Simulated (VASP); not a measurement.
Method: PBE GGA, VASP's PBE PAW potentials (set 64) (plane waves; VASP).

VASP input:

File POSCAR:
```
Ni
2.4890160
  0.0000000000   0.7071067442   0.7071067442
  0.7071067442   0.0000000000   0.7071067442
  0.7071067442   0.7071067442   0.0000000000
Ni
1
Cart
  0.0000000000   0.0000000000   0.0000000000
```

**INCAR**
```
SYSTEM=Ni
PREC=Low; ENCUT=400; LREAL=.FALSE.
LASPH=.TRUE.
EDIFF=1E-6; NELM=100; ALGO=Normal
LMAXMIX=4
ISMEAR=1; SIGMA=0.1
GGA=PE
ISPIN=2; MAGMOM=0.8
ISIF=2
LWAVE=.FALSE.; LCHARG=.FALSE.; LORBIT=10
```

**KPOINTS**
```
Automatic mesh
0
Gamma
16 16 16
0 0 0
```

POTCAR, in this order: Ni (PBE.64 set). Program: vasp_std.

Q: What does the run give for the energy per atom (σ→0), cell moment, pressure, band gap (on the k-mesh)?

A: 
```
Property                                                     Value
------------------------  ----------------------------------------
energy per atom (σ→0)                               -5.473 eV/atom
cell moment                                                0.59 μB
band gap (on the k-mesh)  none (metal, semimetal or under 0.01 eV)
pressure                                                 -1.11 GPa
```

OSZICAR:
```
...
DAV:   6    -0.582447249321E+01    0.67168E+00   -0.16925E+01  5468   0.670E+01    0.611E+00
DAV:   7    -0.549077603005E+01    0.33370E+00   -0.29023E+00  5504   0.258E+01    0.189E+00
DAV:   8    -0.547570370633E+01    0.15072E-01   -0.17434E-02  7487   0.152E+00    0.950E-01
DAV:   9    -0.547321885486E+01    0.24849E-02   -0.17542E-03  7578   0.415E-01    0.251E-01
DAV:  10    -0.547262686275E+01    0.59199E-03   -0.77682E-04  7399   0.254E-01    0.342E-02
DAV:  11    -0.547262942568E+01   -0.25629E-05   -0.16182E-05  6548   0.436E-02    0.292E-02
DAV:  12    -0.547262971276E+01   -0.28708E-06   -0.64954E-07  3010   0.109E-02
   1 F= -.54726297E+01 E0= -.54727952E+01  d E =0.496588E-03  mag=     0.5944
```

The compound is Ni in the fcc structure. The cell was not relaxed at this level. The run is one of a series of settings (PREC = Low against the base run), some of them coarse on purpose.
